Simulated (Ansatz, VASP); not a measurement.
# Cross-check of SiNi between VASP and Ansatz, part 2 of 2

Wanted: the spread between two codes on one cell, functional and k mesh. The structure shown is the end of the Ansatz relaxation below.

VASP 6.6.1 and Ansatz 0.2.0.

So far: The starting structure; Ansatz: relaxation, PBEsol; VASP: single point, PBEsol, pair 1; Differences.

## Step 5: Ansatz: relaxation, PBEsol

Level of this step: Ansatz beside VASP: Kohn-Sham DFT, plane waves, PBEsol (Ansatz).

This run makes the geometry at which the two programs are then compared. The cell compared in this pair holds 94.07 Å³, against 93.74 Å³ for the pair before.

The structure compared here is the end of the Ansatz relaxation.

input.yaml reads:

```yaml
crystal:
  lattice:
    - [5.124052185, 0.0, 0.0]
    - [0.0, 3.35616148, 0.0]
    - [0.0, 0.0, 5.46345855]
  atoms:
    - { symbol: Ni, position: [0.0092283, 0.25, 0.1870319] }
    - { symbol: Ni, position: [0.4907717, 0.75, 0.6870319] }
    - { symbol: Ni, position: [0.5092283, 0.25, 0.3129681] }
    - { symbol: Ni, position: [0.9907717, 0.75, 0.8129681] }
    - { symbol: Si, position: [0.3210584, 0.75, 0.0862769] }
    - { symbol: Si, position: [0.1789416, 0.25, 0.5862769] }
    - { symbol: Si, position: [0.8210584, 0.75, 0.4137231] }
    - { symbol: Si, position: [0.6789416, 0.25, 0.9137231] }
kpoints:
  mp_grid: { grid: [9, 13, 8] }
scf:
  occupations: { method: fermi_dirac, width: 0.05 }
hamiltonian:
  xc: pbesol
  pseudopotentials: { kind: paw, azcp: { folder: soft_1 }, xc_functional: pbe }
basis:
  ecutwfc: 600
output:
  forces: true
  stress: true
relax:
  f_tol: 0.005
  max_steps: 70
  cell: { stress_tol: 0.02, p_target: 0, fix: [c, alpha, beta, gamma] }
```

The run is started by

```
$ ansatz run input.yaml --threads 4 --pin off --max-ram 10240MiB --backend cpu --events-out ev --progress --plain --runs-dir out
```

Numbers of over 12 decimals in the logs are rounded to 6 here.

The program printed:

```text
[...]
Crystal: 8 atoms, lattice volume = 93.956 Å³
Basis set: ecut = 600 eV, 3105 PW (Γ), exchange–correlation on 90×54×90 points (8 copies of the dense FFT grid, shifted against one another)
Bands: 53, of which v1, the nominal top of the filled ones, is band 44 counted from 1 (43 counted from 0)
Symmetry: 8 space group operations
[...]
k-points: 175 of 936
[...]
- [0.0, 0.0, 5.46345855]
  atoms:
    - { symbol: Ni, position: [0.00982945, 0.25, 0.186370] }
    - { symbol: Ni, position: [0.490171, 0.75, 0.686370] }
    - { symbol: Ni, position: [0.509829, 0.25, 0.313630] }
    - { symbol: Ni, position: [0.990171, 0.75, 0.813630] }
    - { symbol: Si, position: [0.321736, 0.75, 0.088675] }
    - { symbol: Si, position: [0.178264, 0.25, 0.588675] }
    - { symbol: Si, position: [0.821736, 0.75, 0.411325] }
    - { symbol: Si, position: [0.678264, 0.25, 0.911325] }
[key lines of the parts left out:]
SCF converged after 8 iterations
Free energy (F): -25710.641871 eV
Fermi energy:    15.029927 eV
P = ⅓ Tr σ = 0.4966 GPa (4.966 kbar)
```

## Step 6: VASP: single point, PBEsol, pair 2

The same cell, functional, mesh and smearing now go to VASP, with its own data sets.

INCAR reads:

```
SYSTEM = SiNi
PREC = Accurate
ENCUT = 600
EDIFF = 1E-06
NELM = 120
ISMEAR = -1
SIGMA = 0.05
LREAL = .FALSE.
ALGO = Normal
GGA = PS
NBANDS = 36
LASPH = .TRUE.
LORBIT = 11
LWAVE = .FALSE.
LCHARG = .FALSE.
ISIF = 2
GGA_COMPAT = .FALSE.
KPAR = 2
```

POSCAR reads:

```
SiNi
1.0
    5.1021668272      0.0000000000      0.0000000000
    0.0000000000      3.3746313118      0.0000000000
    0.0000000000      0.0000000000      5.4634585500
Ni Si
4 4
Direct
    0.0098294476      0.2500000000      0.1863699442
    0.4901705524      0.7500000000      0.6863699442
    0.5098294476      0.2500000000      0.3136300558
    0.9901705524      0.7500000000      0.8136300558
    0.3217361859      0.7500000000      0.0886750744
    0.1782638141      0.2500000000      0.5886750744
    0.8217361859      0.7500000000      0.4113249256
    0.6782638141      0.2500000000      0.9113249256
```

KPOINTS reads:

```
Automatic mesh
0
Gamma
9 13 8
0 0 0
```

Potentials, in the order of the species: Ni and Si (PBE family, release 64).

The run is started by

```
$ mpirun -np 2 vasp_std
```

The program printed:

```text
[banner, memory and clock lines left out]
running    2 mpi-ranks, on    1 nodes
[...]
[... a notice as in an earlier step ...]

 LDA part: xc-table for (Slater+PW92), standard interpolation
 POSCAR, INCAR and KPOINTS ok, starting setup
[...]
entering main loop
       N       E                     dE             d eps       ncg     rms          rms(c)
DAV:   1     0.389409433147E+03    0.38941E+03   -0.26864E+04 12600   0.204E+03
DAV:   2    -0.251880514282E+02   -0.41460E+03   -0.40090E+03 12612   0.404E+02
DAV:   3    -0.588044121502E+02   -0.33616E+02   -0.32464E+02 13588   0.137E+02
DAV:   4    -0.601263847839E+02   -0.13220E+01   -0.13087E+01 15584   0.244E+01
[...]
DAV:  13    -0.522635753454E+02    0.33237E-04   -0.62640E-05 19636   0.714E-02    0.256E-02
DAV:  14    -0.522635746092E+02    0.73617E-06   -0.15823E-05 18112   0.261E-02    0.719E-03
DAV:  15    -0.522635744203E+02    0.18885E-06   -0.17040E-06  7868   0.193E-02
   1 F= -.52263574E+02 E0= -.52255541E+02  d E =-.160677E-01
```

From OUTCAR (step 6):

```text
  Total        0.1306244      0.0447263      0.9470434     -0.0000000      0.0000000      0.0000000
  in kB        2.2247764      0.7617721     16.1299060     -0.0000000      0.0000000      0.0000000
  external PRESSURE =       6.3721515 kB  Pullay stress =       0.0000000 kB

 POSITION                                       TOTAL-FORCE (eV/Angst)
 -----------------------------------------------------------------------------------
      0.05015      0.84366      1.01822         0.013228     -0.000000     -0.004297
      2.50093      2.53097      3.74995        -0.013228      0.000000     -0.004297
      2.60123      0.84366      1.71350         0.013228     -0.000000      0.004297
      5.05202      2.53097      4.44523        -0.013228     -0.000000      0.004297
      1.64155      2.53097      0.48447        -0.001693      0.000000      0.005522
      0.90953      0.84366      3.21620         0.001693     -0.000000      0.005522
      4.19264      2.53097      2.24726        -0.001693      0.000000     -0.005522
      3.46062      0.84366      4.97899         0.001693     -0.000000     -0.005522
 -----------------------------------------------------------------------------------
    total drift:                                0.000000      0.000000      0.000000

  FREE ENERGIE OF THE ION-ELECTRON SYSTEM (eV)
  ---------------------------------------------------
  free  energy   TOTEN  =       -52.2635744203 eV

  energy  without entropy=      -52.2475066777  energy(sigma->0) =      -52.25554055

[... 1 part as in an earlier step ...]

[... 2 further parts left out ...]
[key lines of the parts left out:]
E-fermi :  10.7401
```

The run ends at a pressure of 0.64 GPa, with forces up to 0.014 eV/Å.

## Step 7: Comparison

What differs besides the data sets and the points named for the pairs above, as far as they apply: the data sets hold 88 valence electrons in Ansatz (on its PAW soft_1 files) and 56 in VASP. Total energies have different zeros and are not compared.

Compared:

| quantity | Ansatz | VASP | difference |
| --- | --- | --- | --- |
| pressure (GPa) | 0.50 | 0.64 | -0.14 |

At this near-relaxed geometry the largest component of a force difference is 13 meV/Å.

## Step 8: Outcome

```json
{"difference in pressure (single point, PBEsol, pair 1)": "-0.14 GPa", "r.m.s. force difference (single point, PBEsol, pair 1)": "6.5 meV/Å", "difference in pressure (single point, PBEsol, pair 2)": "-0.14 GPa", "r.m.s. force difference (single point, PBEsol, pair 2)": "6.1 meV/Å"}
```

The r.m.s. force difference is 6.5 meV/Å (single point, PBEsol, pair 1), within the 12 meV/Å picked in this series as the mark of a large difference. The data sets hold unlike numbers of valence electrons (88 in Ansatz and 56 in VASP), so part of the differences comes from the potentials. Such differences can come from data sets, numerical settings and the points named under the comparisons, not from the functional's error against experiment.

[Lines on the potential files, build, host, timing and source positions are cut from VASP's logs without a mark.]

[Logs are printed without paths, hosts, clocks, repeated set-up lines and the standing remarks that a program may print on its own settings, such as how far it seeks lower states.]

[Hosts, paths, dates, database ids (printed as entryN), source tags and the programs' standing remarks are cut or masked in the printed files.]
